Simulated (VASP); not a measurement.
The input files of a VASP run:

INCAR:
```
SYSTEM = W
PREC = Accurate
ENCUT = 400
EDIFF = 1E-6
NELM = 100
ALGO = Normal
LREAL = .FALSE.
LASPH = .TRUE.
ISMEAR = 1
SIGMA = 0.1
GGA = PE
LMAXMIX = 6
LWAVE = .FALSE.
LCHARG = .FALSE.
ISIF = 2
```

### POSCAR
```
W
1
   -2.9857260000     2.9857260000     2.9857260000
    2.9857260000    -2.9857260000     2.9857260000
    2.9857260000     2.9857260000    -2.9857260000
W
1
Direct
  0.0000000000   0.0000000000   0.0000000000
```

**KPOINTS**
```
Automatic mesh
0
Gamma
4 4 4
0 0 0
```

POTCAR, in this order: W_sv (PBE.64 set). Program: vasp_std.

What VASP printed:

standard output:
```
 POSCAR found type information on POSCAR W
 POSCAR found :  1 types and       1 ions
 Reading from existing POTCAR
 Reading from existing POTCAR
 LDA part: xc-table for (Slater+PW92), standard interpolation
 POSCAR, INCAR and KPOINTS ok, starting setup
 WAVECAR not read
 entering main loop
       N       E                     dE             d eps       ncg     rms          rms(c)
DAV:   1     0.381805023129E+02    0.38181E+02   -0.65251E+03   232   0.914E+02
DAV:   2    -0.641586697591E-01   -0.38245E+02   -0.36342E+02   197   0.189E+02
DAV:   3    -0.260804663322E+01   -0.25439E+01   -0.22944E+01   258   0.364E+01
DAV:   4    -0.276315707836E+01   -0.15511E+00   -0.12903E+00   184   0.572E+00
DAV:   5    -0.276957370535E+01   -0.64166E-02   -0.63086E-02   248   0.116E+00    0.330E+00
DAV:   6    -0.218719538173E+01    0.58238E+00   -0.23617E+00   184   0.985E+00    0.137E+00
DAV:   7    -0.216773338090E+01    0.19462E-01   -0.14915E-01   238   0.169E+00    0.805E-01
DAV:   8    -0.216476556067E+01    0.29678E-02   -0.72405E-03   211   0.899E-01    0.197E-01
DAV:   9    -0.216535299742E+01   -0.58744E-03   -0.62557E-04   176   0.182E-01    0.117E-01
DAV:  10    -0.216537547576E+01   -0.22478E-04   -0.49680E-04   176   0.161E-01    0.282E-02
DAV:  11    -0.216539443438E+01   -0.18959E-04   -0.29843E-05   179   0.412E-02    0.766E-03
DAV:  12    -0.216539492038E+01   -0.48600E-06   -0.51380E-06   198   0.173E-02
   1 F= -.21653949E+01 E0= -.21671035E+01  d E =0.512582E-02
```

**OUTCAR**
```
------------------------ aborting loop because EDIFF is reached ----------------------------------------
  FORCE on cell =-STRESS in cart. coord.  units (eV):
  Direction    XX          YY          ZZ          XY          YZ          ZX
  --------------------------------------------------------------------------------------
  Total       -1.6392998     -1.6392998     -1.6392998      0.0000000      0.0000000     -0.0000000
  in kB      -24.6694301    -24.6694301    -24.6694301      0.0000000      0.0000000     -0.0000000
  external PRESSURE =     -24.6694301 kB  Pullay stress =       0.0000000 kB
  volume of cell :      106.47
      direct lattice vectors                 reciprocal lattice vectors
    -2.985726000  2.985726000  2.985726000     0.000000000  0.167463458  0.167463458
     2.985726000 -2.985726000  2.985726000     0.167463458  0.000000000  0.167463458
     2.985726000  2.985726000 -2.985726000     0.167463458  0.167463458  0.000000000
 POSITION                                       TOTAL-FORCE (eV/Angst)
 -----------------------------------------------------------------------------------
      0.00000      0.00000      0.00000        -0.000000      0.000000      0.000000
 -----------------------------------------------------------------------------------
    total drift:                               -0.000000     -0.000000      0.000000
  FREE ENERGIE OF THE ION-ELECTRON SYSTEM (eV)
  ---------------------------------------------------
  free  energy   TOTEN  =        -2.1653949204 eV

  energy  without entropy=       -2.1705207359  energy(sigma->0) =       -2.16710353
```
(Selected blocks of OUTCAR.)

Q: Read input and log: which fault does this run have?
(A) the lattice was typed in bohr, and VASP reads ångström
(B) NSW = 0, so the ions never move
(C) ALGO = VeryFast starts from random orbitals with almost no delay (NELMDL = -1)
(D) MAGMOM holds more values than there are atoms

A: A, the lattice was typed in bohr, and VASP reads ångström. The run ends without an error. Against the sound run, the energy per atom (σ→0) rises by 10.778 eV/atom; the pressure falls by 10.43 GPa; the volume increases by 570 %.

To mend it, correct POSCAR, correct KPOINTS.
### POSCAR
```
W
1
   -1.5800000000     1.5800000000     1.5800000000
    1.5800000000    -1.5800000000     1.5800000000
    1.5800000000     1.5800000000    -1.5800000000
W
1
Direct
  0.0000000000   0.0000000000   0.0000000000
```
### KPOINTS
```
Automatic mesh
0
Gamma
12 12 12
0 0 0
```
The mended run (PBE GGA, plane waves, VASP's PBE PAW potentials (set 64)) converges, and its OSZICAR ends with
```
   1 F= -.12944967E+02 E0= -.12944691E+02  d E =-.829559E-03
```

The compound is W in the bcc structure. The cell was not relaxed at this level.
